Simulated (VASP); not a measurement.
# HfN (relaxed from the TiAs structure, space group P6_3/mmc): computed properties

Computed with PBEsol GGA, VASP's PBE PAW potentials (set 64) (plane waves; VASP 6.6.1).

For HfN, the space group is P6_3/mmc (194), the cell comes out as a = b = 3.139 Å, c = 10.801 Å, α = β = 90.00°, γ = 120.00° and the volume per atom is 11.52 Å³/atom. The band gap (over mesh and band path) is none (metal, semimetal or under 0.01 eV) and the density is 13.87 g/cm³.

```
HfN
1.0
    3.13944     0.00000     0.00000
   -1.56972     2.71884     0.00000
    0.00000     0.00000    10.80070
Hf N
4 4
Direct
  0.33333   0.66667   0.11710
  0.66667   0.33333   0.61710
  0.66667   0.33333   0.88290
  0.33333   0.66667   0.38290
  0.00000   0.00000   0.00000
  0.00000   0.00000   0.50000
  0.33333   0.66667   0.75000
  0.66667   0.33333   0.25000
```

Unless said otherwise, spin-orbit coupling is left out, though it shifts the bands of the heavy elements here.

The structure was generated: HfN was put into the TiAs type (P6_3/mmc), which need not be its known phase. It was relaxed first, which changed the volume by -27 %. Symmetry was kept, so distortions that lower it aren't found.
